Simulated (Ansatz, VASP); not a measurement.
**Be3AgS4 in VASP and in Ansatz**

```
Be Ag S
1.0
    -3.08714    3.08714    3.08714
     3.08714   -3.08714    3.08714
     3.08714    3.08714   -3.08714
Be Ag S
3 1 4
Direct
  0.50000 0.50000 0.00000
  0.00000 0.50000 0.50000
  0.50000 0.00000 0.50000
  0.00000 0.00000 0.00000
  0.44750 0.00000 0.00000
  0.00000 0.00000 0.44750
  0.55250 0.55250 0.55250
  0.00000 0.44750 0.00000
```

Change from the starting cell: species swapped into the Cs3VSe4 type (I-43m, No. 217).

Alike in both runs: functional PBE; k mesh 4 × 4 × 4; occupations gaussian, width 0.1 eV; no spin polarisation.

Ansatz relaxed the structure, and its values are those at the end. VASP's run is a single point on that final structure, the one shown.

```csv
,VASP,Ansatz
version,VASP 6.6.1,Ansatz 0.2.0
potentials or method,"VASP PAW PBE potentials, release 64 (Be, Ag, S)","scalar-relativistic, plane waves, PAW"
plane-wave cutoff (eV),520,420
valence electrons in the cell,41,49
```

```tsv
	VASP	Ansatz	Ansatz less VASP
gap on the k mesh at the Fermi level (eV)	none	none	-
pressure (GPa)	-0.1	0.0	+0.14
rms of the force components (eV/Å)	0.007	0.004	-0.0035
```

A gap of «none» marks a metal or a gap that the smearing closes. With one functional, cell and mesh, what is left measures potentials, basis and numerics. The two sets of potentials don't hold the same shells in valence.
